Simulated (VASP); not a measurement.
Given:

```yaml
crystal:
  lattice:
    - [3.18697, 0.00000, 0.00000]
    - [0.00000, 3.18697, 0.00000]
    - [0.00000, 0.00000, 3.18697]
  atoms:
    - { symbol: Co, position: [0.00000, 0.00000, 0.00000] }
    - { symbol: Te, position: [0.50000, 0.50000, 0.50000] }
```

These are PBEsol GGA, VASP's PBE PAW potentials (set 64) (plane waves; VASP 6.6.1) values and carry that method's errors. Run with 400 eV cut-off, Gaussian smearing of 0.050 eV, potentials Co Te.

Question: Give the energies of bands 2 to 10 at the high-symmetry points, in eV from the Fermi level.

Answer: 
```csv
band,Γ,X,M,R
2,-2.29,-8.69,-6.43,-5.84
3,-2.29,-2.33,-6.43,-5.84
4,-0.82,-2.33,-2.84,-5.84
5,-0.82,-1.90,-1.29,-0.26
6,-0.82,-0.80,-1.29,-0.26
7,-0.64,-0.27,-0.29,0.92
8,-0.64,3.30,-0.29,0.92
9,-0.64,3.30,0.85,0.92
10,3.89,6.20,2.71,1.32
```

It has no gap at this level: it comes out as a metal or semimetal.

The structure was generated: CoTe was put into the CsCl type type (Pm-3m), which need not be its known phase. It was relaxed first, which changed the volume by -20 %. The run is not spin-polarised, so no magnetic state was tried. The electron count is odd and the run is not spin-polarised, which forces a metal.
